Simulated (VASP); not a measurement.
Data:

```xyz
8
Lattice="0.0010 5.9516 5.9517 5.9516 0.0010 5.9517 2.9763 2.9763 0.0000" Properties=species:S:1:pos:R:3 pbc="T T T"
Pb     5.9526     5.9526    11.8665
Pb     5.9903     8.8913     8.9275
Pb     8.8913     5.9903     8.9275
Pb     5.9526     5.9526     5.9885
Se     2.9763     2.9763     2.9758
S      5.9521     2.9768     5.9517
S      2.9768     5.9521     5.9517
S      5.9526     5.9526     8.9275
```

Calculation: PBEsol GGA, VASP's PBE PAW potentials (set 64) (plane waves; VASP 6.6.1). Settings: 400 eV cut-off, Gaussian smearing of 0.050 eV, potentials Pb_d Se S.

Unless said otherwise, spin-orbit coupling is left out, though it shifts the bands of the heavy elements here.

Question: Give the energies of bands 33 to 46 at the high-symmetry points, in eV from the valence-band maximum.

Answer: 
```tsv
band	Γ	Y	C0	Z	A0	T	S	R
33	-2.24	-2.89	-2.77	-3.87	-3.20	-3.54	-2.32	-2.98
34	-2.22	-2.88	-2.73	-3.77	-3.19	-3.50	-2.32	-2.93
35	-1.82	-1.95	-2.42	-1.95	-2.51	-1.82	-2.15	-2.77
36	-1.78	-1.85	-1.76	-1.90	-2.50	-1.80	-2.14	-2.75
37	-1.74	-1.84	-1.68	-1.10	-2.09	-1.77	-1.91	-2.35
38	-1.68	-1.77	-1.66	-0.95	-2.08	-1.75	-1.90	-2.32
39	-0.05	-0.92	-1.59	-0.92	-0.73	-0.05	-1.22	-2.31
40	0.00	-0.81	-0.59	-0.82	-0.65	-0.01	-1.22	-2.29
41	0.13	1.23	1.25	1.25	0.70	0.12	2.16	2.56
42	0.19	1.34	2.04	1.33	0.82	0.20	2.19	2.70
43	1.71	2.20	2.11	1.99	2.14	1.72	2.73	2.75
44	1.72	2.28	2.24	2.01	2.19	1.73	2.79	2.98
45	1.79	2.31	2.30	2.21	2.71	1.79	2.97	3.66
46	1.81	2.36	2.96	2.31	2.78	1.81	2.98	3.67
```

The gap is indirect, 0.12 eV, from the valence maximum at Γ to the conduction minimum at T.

The structure was generated: Pb4S3Se was put into an ordered model structure (Cmmm), which need not be its known phase. It was relaxed first.
